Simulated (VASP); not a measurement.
Level of theory: r2SCAN meta-GGA, VASP's PBE PAW potentials (set 64) (plane waves; VASP).

VASP input:

KPOINTS_OPT:
```
k-points along high-symmetry lines
5
Line-mode
Reciprocal
  0.000000   0.000000   0.000000 ! GAMMA
  0.000000   0.500000   0.500000 ! Y

  0.000000   0.500000   0.500000 ! Y
  0.000000   0.513870   0.486130 ! C_0

  0.000000   0.486130  -0.486130 ! SIGMA_0
  0.000000   0.000000   0.000000 ! GAMMA

  0.000000   0.000000   0.000000 ! GAMMA
  0.500000   0.000000   0.000000 ! Z

  0.500000   0.000000   0.000000 ! Z
  0.500000   0.486130  -0.486130 ! A_0

  0.500000   0.513870   0.486130 ! E_0
  0.500000   0.500000   0.500000 ! T

  0.500000   0.500000   0.500000 ! T
  0.000000   0.500000   0.500000 ! Y

  0.000000   0.000000   0.000000 ! GAMMA
  0.000000   0.500000   0.000000 ! S

  0.000000   0.500000   0.000000 ! S
  0.500000   0.500000   0.000000 ! R

  0.500000   0.500000   0.000000 ! R
  0.500000   0.000000   0.000000 ! Z

  0.500000   0.000000   0.000000 ! Z
  0.500000   0.500000   0.500000 ! T
```

POSCAR:
```
ZrPbO3
1.0
  4.1378972156   0.0000000000   0.0000000000
  0.0000000000   2.9451096225   3.0156201021
  0.0000000000  -2.9451096225   3.0156201021
Zr Pb O
1 1 3
direct
  0.5000000000   0.5074359305   0.5074359305
  0.0000000000   0.9484611719   0.9484611719
  0.5000000000   0.0302310248   0.5623710758
  0.5000000000   0.5623710758   0.0302310248
  0.0000000000   0.5584907970   0.5584907970
```

**INCAR**
```
SYSTEM=ZrPbO3
LEFG=T
LCHARG=F
LREAL=F
METAGGA=R2SCAN
ISIF=2   ! forces and stress, cell fixed
LMAXMIX=4   ! l cut-off of mixed one-centre charges
LWAVE=F
NEDOS=601
NELM=100   ! most electronic steps
PREC=Accurate
ISMEAR=-5   ! tetrahedra, Bloechl
LMIXTAU=T
LASPH=T   ! aspherical one-centre terms
ENCUT=520   ! plane-wave cut-off (eV)
ALGO=Normal   ! blocked Davidson
LORBIT=11   ! lm-projected
EDIFF=1E-7   ! SCF stop (eV)
```

**KPOINTS**
```
Automatic mesh
0
Gamma
6 6 6
0 0 0
```

POTCAR, in this order: Zr_sv Pb_d O (PBE.64 set). Program: vasp_std.

Unless said otherwise, spin-orbit coupling is left out, though it shifts the bands of the heavy elements here.

### Question
Estimate the energy per atom (σ→0), band gap (over mesh and band path).

### Answer

The energy per atom (σ→0) is -22.120 eV/atom and the band gap (over mesh and band path) is 3.11 eV.

**OSZICAR**
```
...
DAV:  19    -0.110600029316E+03    0.63164E-05   -0.18015E-05  3306   0.436E-02    0.176E-03
DAV:  20    -0.110600045585E+03   -0.16269E-04   -0.61150E-06  2870   0.229E-02    0.192E-03
DAV:  21    -0.110600045822E+03   -0.23700E-06   -0.67149E-07  2986   0.115E-02    0.107E-03
DAV:  22    -0.110600046131E+03   -0.30974E-06   -0.17671E-07  2176   0.544E-03    0.600E-04
DAV:  23    -0.110600046195E+03   -0.63646E-07   -0.64668E-08  1624   0.263E-03
   1 F= -.11060005E+03 E0= -.11060005E+03  d E =0.000000E+00
       N       E                     dE             ncg
       N       E                     dE             ncg
```

The structure comes from a computed database's ZrPbO3 entry (Amm2); how it stands against other phases isn't given here. It was relaxed first.
